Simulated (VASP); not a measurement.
Calculation: r2SCAN meta-GGA, VASP's PBE PAW potentials (set 64) (plane waves; VASP).

VASP input:

**INCAR**
```
ALGO  =  Normal
DIPOL  =  0.5 0.5 0.5
EDIFF  =  1E-6
ENCUT  =  400
IDIPOL  =  3
ISMEAR  =  1
LASPH  =  T
LCHARG  =  F
LDIPOL  =  T
LMAXMIX  =  4
LMIXTAU  =  T
LORBIT  =  11
LREAL  =  F
LVHAR  =  T
LWAVE  =  F
METAGGA  =  R2SCAN
NELM  =  100
NELMIN  =  4
PREC  =  Normal
SIGMA  =  0.1
SYSTEM  =  Ag(110) slab
```

**KPOINTS**
```
Automatic
0
G
10 7 1
0 0 0
```

**POSCAR**
```
Ag(110) slab
1
    2.9039116408     0.0000000000     0.0000000000
    0.0000000000     4.1067508501     0.0000000000
    0.0000000000     0.0000000000    26.6770789949
Ag
8
Direct
  0.0000000000   0.0000000000   0.3122301776
  0.5000000000   0.5000000000   0.3614006818
  0.0000000000   0.0000000000   0.4187215868
  0.5000000000   0.5000000000   0.4724614933
  0.0000000000   0.0000000000   0.5275385067
  0.5000000000   0.5000000000   0.5812784132
  0.0000000000   0.0000000000   0.6385993182
  0.5000000000   0.5000000000   0.6877698224
```

POTCAR, in this order: Ag (PBE.64 set). Program: vasp_std. Read from the step before: WAVECAR.

Output

File OUTCAR:
```
 ion  position               nearest neighbor table
   1  0.000  0.000  0.312-   2 2.84   2 2.84   2 2.84   2 2.84   3 2.84
   2  0.500  0.500  0.361-   1 2.84   1 2.84   1 2.84   1 2.84   3 2.94   3 2.94   3 2.94   3 2.94
                             4 2.96
   3  0.000  0.000  0.419-   1 2.84   4 2.89   4 2.89   4 2.89   4 2.89   5 2.90   2 2.94   2 2.94
                             2 2.94   2 2.94
   4  0.500  0.500  0.472-   3 2.89   3 2.89   3 2.89   3 2.89   6 2.90   5 2.91   5 2.91   5 2.91
                             5 2.91   2 2.96
   5  0.000  0.000  0.528-   6 2.89   6 2.89   6 2.89   6 2.89   3 2.90   4 2.91   4 2.91   4 2.91
                             4 2.91   7 2.96
   6  0.500  0.500  0.581-   8 2.84   5 2.89   5 2.89   5 2.89   5 2.89   4 2.90   7 2.94   7 2.94
                             7 2.94   7 2.94
   7  0.000  0.000  0.639-   8 2.84   8 2.84   8 2.84   8 2.84   6 2.94   6 2.94   6 2.94   6 2.94
                             5 2.96
   8  0.500  0.500  0.688-   7 2.84   7 2.84   7 2.84   7 2.84   6 2.84
  LATTYP: Found a simple orthorhombic cell.
 ALAT       =     2.9039116408
 B/A-ratio  =     1.4142134328
 C/A-ratio  =     9.1866014861
 Subroutine PRICEL returns:
 Original cell was already a primitive cell.
 Subroutine GETGRP returns: Found  8 space group operations
The static configuration has the point symmetry C_2v.
 The point group associated with its full space group is D_2h.
The dynamic configuration has the point symmetry C_2v.
 Subroutine INISYM returns: Found  8 space group operations
 Subroutine IBZKPT returns following result:
 Found     24 irreducible k-points:

 Following reciprocal coordinates:
            Coordinates               Weight
  0.000000  0.000000  0.000000      1.000000
  0.100000  0.000000  0.000000      2.000000
  0.200000  0.000000  0.000000      2.000000
  0.300000  0.000000  0.000000      2.000000
  0.400000  0.000000  0.000000      2.000000
  0.500000  0.000000  0.000000      1.000000
  0.000000  0.142857  0.000000      2.000000
  0.100000  0.142857  0.000000      4.000000
  0.200000  0.142857  0.000000      4.000000
  0.300000  0.142857  0.000000      4.000000
  0.400000  0.142857  0.000000      4.000000
  0.500000  0.142857  0.000000      2.000000
  0.000000  0.285714  0.000000      2.000000
  0.100000  0.285714  0.000000      4.000000
  0.200000  0.285714  0.000000      4.000000
  0.300000  0.285714  0.000000      4.000000
  0.400000  0.285714  0.000000      4.000000
  0.500000  0.285714  0.000000      2.000000
  0.000000  0.428571  0.000000      2.000000
  0.100000  0.428571  0.000000      4.000000
  0.200000  0.428571  0.000000      4.000000
  0.300000  0.428571  0.000000      4.000000
  0.400000  0.428571  0.000000      4.000000
  0.500000  0.428571  0.000000      2.000000
   k-points           NKPTS =     24   k-points in BZ     NKDIM =     24   number of bands    NBANDS=     52
   number of dos      NEDOS =    301   number of ions     NIONS =      8
   total plane-waves  NPLWV =  39200
   dimension x,y,z NGX =    14 NGY =   20 NGZ =  140
   dimension x,y,z NGXF=    28 NGYF=   40 NGZF=  280
   ions per type =               8
   PREC   = normal    normal or accurate (medium, high low for compatibility)
   ISTART =      1    job   : 0-new  1-cont  2-samecut
   ICHARG =      0    charge: 1-file 2-atom 10-const
   ISPIN  =      1    spin polarized calculation?
   LNONCOLLINEAR =      F non collinear calculations
   LSORBIT =      F    spin-orbit coupling
   INIWAV =      1    electr: 0-lowe 1-rand  2-diag
   ENCUT  =  400.0 eV  29.40 Ry    5.42 a.u.   4.74  6.70 43.50*2*pi/ulx,y,z
   NELM   =    100;   NELMIN=  4; NELMDL=  0     # of ELM steps
   EDIFF  = 0.1E-05   stopping-criterion for ELM
   LREAL  =      F    real-space projection
   NLSPLINE    = F    spline interpolate recip. space projectors
   LMAXMIX     =    4 max onsite mixed and CHGCAR
   VOSKOWN=      0    Vosko Wilk Nusair interpolation
...
```

### OSZICAR
```
       N       E                     dE             d eps       ncg     rms          rms(c)
DAV:   1    -0.169242345896E+03   -0.16924E+03   -0.41750E-05  2620   0.558E-02    0.531E-03
DAV:   2    -0.169242350747E+03   -0.48506E-05   -0.29603E-05  2508   0.639E-02    0.617E-03
DAV:   3    -0.169242346821E+03    0.39256E-05   -0.12349E-06  1592   0.123E-02    0.348E-03
DAV:   4    -0.169242347594E+03   -0.77297E-06   -0.14737E-06  1536   0.106E-02
   1 F= -.16924235E+03 E0= -.16924247E+03  d E =0.369997E-03
```

**OUTCAR**
```
------------------------ aborting loop because EDIFF is reached ----------------------------------------
  FORCE on cell =-STRESS in cart. coord.  units (eV):
  Direction    XX          YY          ZZ          XY          YZ          ZX
  --------------------------------------------------------------------------------------
  Total       -1.5406831     -2.0255739     -0.6332590      0.0000000      0.0000000      0.0000000
  in kB       -7.7589666    -10.2009037     -3.1891276      0.0000000      0.0000000      0.0000000
  external PRESSURE =      -7.0496660 kB  Pullay stress =       0.0000000 kB
  volume of cell :      318.14
      direct lattice vectors                 reciprocal lattice vectors
     2.903911641  0.000000000  0.000000000     0.344363095  0.000000000  0.000000000
     0.000000000  4.106750850  0.000000000     0.000000000  0.243501502  0.000000000
     0.000000000  0.000000000 26.677078995     0.000000000  0.000000000  0.037485363
 POSITION                                       TOTAL-FORCE (eV/Angst)
 -----------------------------------------------------------------------------------
      0.00000      0.00000      8.32939         0.000000      0.000000      0.015832
      1.45196      2.05338      9.64111         0.000000      0.000000      0.006537
      0.00000      0.00000     11.17027         0.000000      0.000000      0.003913
      1.45196      2.05338     12.60389         0.000000      0.000000      0.001746
      0.00000      0.00000     14.07319         0.000000      0.000000     -0.001746
      1.45196      2.05338     15.50681         0.000000      0.000000     -0.003913
      0.00000      0.00000     17.03596         0.000000      0.000000     -0.006537
      1.45196      2.05338     18.34769         0.000000      0.000000     -0.015832
 -----------------------------------------------------------------------------------
    total drift:                                0.000000      0.000000      0.000000
  FREE ENERGIE OF THE ION-ELECTRON SYSTEM (eV)
  ---------------------------------------------------
  free  energy   TOTEN  =      -169.2423475940 eV

  energy  without entropy=     -169.2427175910  energy(sigma->0) =     -169.24247093

 total charge

# of ion       s       p       d       tot
------------------------------------------
    1        0.452   0.181   9.217   9.850
    2        0.440   0.268   9.182   9.891
    3        0.435   0.280   9.187   9.902
    4        0.442   0.283   9.180   9.905
    5        0.442   0.283   9.180   9.905
    6        0.435   0.280   9.187   9.902
    7        0.440   0.268   9.182   9.891
    8        0.452   0.181   9.217   9.850
--------------------------------------------------
tot          3.540   2.024  73.532  79.095
```
(Selected blocks of OUTCAR.)

OUTCAR:
```
 val. band max:        1.3010894425   @ k =   0.4000   0.2857   0.0000

 cond. band min:       1.3204147204   @ k =   0.2000   0.4286   0.0000


 Fermi energy:         1.3088132924

 k-point     1 :       0.0000    0.0000    0.0000
  band No.  band energies     occupation
      1      -6.3237      2.00000
      2      -5.6046      2.00000
      3      -5.3296      2.00000
      4      -5.1594      2.00000
      5      -5.0949      2.00000
      6      -4.8359      2.00000
      7      -4.7916      2.00000
      8      -4.6039      2.00000
      9      -4.4111      2.00000
     10      -4.3188      2.00000
     11      -4.1762      2.00000
     12      -4.1249      2.00000
     13      -3.9951      2.00000
     14      -3.9648      2.00000
     15      -3.8533      2.00000
     16      -3.7778      2.00000
     17      -3.7659      2.00000
     18      -3.6393      2.00000
     19      -3.6361      2.00000
     20      -3.6313      2.00000
     21      -3.5878      2.00000
     22      -3.3275      2.00000
     23      -3.3097      2.00000
     24      -3.2993      2.00000
     25      -3.2136      2.00000
     26      -3.1750      2.00000
     27      -3.1355      2.00000
     28      -2.9822      2.00000
     29      -2.9763      2.00000
     30      -2.9293      2.00000
     31      -2.8117      2.00000
     32      -2.7918      2.00000
     33      -2.6795      2.00000
     34      -2.5942      2.00000
     35      -2.5891      2.00000
     36      -2.4943      2.00000
     37      -2.3075      2.00000
     38      -2.1364      2.00000
     39      -2.1179      2.00000
     40      -2.1112      2.00000
     41      -2.0536      2.00000
     42      -1.8876      2.00000
     43      -1.8270      2.00000
     44      -0.8490      2.00000
     45       0.7366      2.00000
     46       2.5942     -0.00000
     47       3.5017      0.00000
     48       4.4579      0.00000
     49       4.8280      0.00000
     50       5.5579      0.00000
     51       5.6317      0.00000
...
```

The cell is a thin slab with vacuum, built from Ag (fcc): (110) face.
